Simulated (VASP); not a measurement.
Here is the system:

```
CdI2
1.0
    2.15293    -3.72899     0.00000
    2.15293     3.72899     0.00000
    0.00000     0.00000     6.99066
Cd I
1 2
Direct
  0.00000   0.00000   0.00000
  0.33333   0.66667   0.24859
  0.66667   0.33333   0.75141
```

Computed with PBEsol GGA, VASP's PBE PAW potentials (set 64) (plane waves; VASP 6.6.1). Run with 480 eV cut-off, 6×6×4 Γ-centred mesh, Gaussian smearing of 0.050 eV, potentials Cd I.

Without a dispersion term in the relaxation, distances and binding between the weakly bound layers, chains or molecules are unreliable, and so is what depends on them.

Q: Estimate the energy per atom (σ→0), pressure.

A: 
```json
{
  "energy per atom (σ→0)": "-2115 meV/atom",
  "pressure": "-1.63 GPa"
}
```

Only differences to runs with the same potentials and settings are physical.

The compound is CdI2 in the 1T layered structure. This cell was strained or had an atom moved on purpose.
